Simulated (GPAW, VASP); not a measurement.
Given: the input of a run of GPAW 26.7.0 (ASE script) on GaSb3. The cell comes from a database or a generator and needn't be the stable form of this composition.

run.py

```python
from ase import Atoms
from ase.dft.bandgap import bandgap
from ase.io import write
from ase.units import GPa
from gpaw import GPAW, PW, setup_paths

setup_paths.insert(0, '.')

atoms = Atoms(['Sb', 'Sb', 'Sb', 'Ga'],
              cell=[[0.0, 3.730595, 3.730595],
                    [3.730595, 0.0, 3.730595],
                    [3.730595, 3.730595, 0.0]],
              scaled_positions=[[0.5, 0.5, 0.5],
                                [0.75, 0.75, 0.75],
                                [0.25, 0.25, 0.25],
                                [0.0, 0.0, 0.0]],
              pbc=True)

calc = GPAW(mode=PW(600),
            xc='PBEsol',
            kpts={'size': (6, 6, 6), 'gamma': True},
            occupations={'name': 'fermi-dirac', 'width': 0.05},
            nbands=38,
            convergence={'density': 1e-05, 'energy': 1e-05},
            maxiter=150,
            txt='gpaw.txt')
atoms.calc = calc
energy = atoms.get_potential_energy()
forces = atoms.get_forces()
stress = atoms.get_stress()
calc.write('gs.gpw')
write('result.traj', atoms)
print(f'Energy: {energy:.6f} eV')
print('Forces (eV/A):')
print(forces.round(4))
print('Stress (GPa):', (stress / GPa).round(3))
print('Fermi level:', round(calc.get_fermi_level(), 4), 'eV')
print(f'Gap: {bandgap(calc)[0]:.4f} eV, direct: {bandgap(calc, direct=True)[0]:.4f} eV')
```

Potentials or basis: PAW data sets generated in the run's folder for this functional, pw.

Run with:

```bash
$ gpaw-setup -f PBEsol Ga Sb
$ OMP_NUM_THREADS=1 python run.py
```

Set up the same calculation for VASP 6.6.1. Potentials or basis there: PBE PAW files Ga_d, Sb, 520 eV.

As run (cutoffs and basis follow the program's own potentials, and thresholds, step limits or extra output files can differ):

INCAR

```
ALGO = Normal ; EDIFF = 1E-7
ENCUT = 520 ; GGA = PS
ISIF = 2 ; ISMEAR = -1
LASPH = True ; LCHARG = False
LREAL = False ; LWAVE = False
NBANDS = 22 ; NELM = 60
PREC = Accurate ; SIGMA = 0.05
```

File KPOINTS:

```
k-points
0
Gamma
  6 6 6
```

POSCAR

```
GaSb3
1.0
    0.0000000000      3.7305950000      3.7305950000
    3.7305950000      0.0000000000      3.7305950000
    3.7305950000      3.7305950000      0.0000000000
Sb Ga
3 1
Direct
    0.5000000000      0.5000000000      0.5000000000
    0.7500000000      0.7500000000      0.7500000000
    0.2500000000      0.2500000000      0.2500000000
    0.0000000000      0.0000000000      0.0000000000
```

Potentials or basis: VASP PAW PBE potentials, release 64 (Sb, Ga_d).

Run with:

```bash
$ cat potpaw_PBE.64/Sb/POTCAR potpaw_PBE.64/Ga_d/POTCAR > POTCAR
$ mpirun -np 1 vasp_std > vasp.out
```

Both were run:

|  | GPAW | VASP |
| --- | --- | --- |
| Pressure | -3.8 GPa | -3.4 GPa |

The potentials hold 48 and 28 valence electrons a cell.

VASP's potentials were made for PBE.

Pressure is positive in compression.
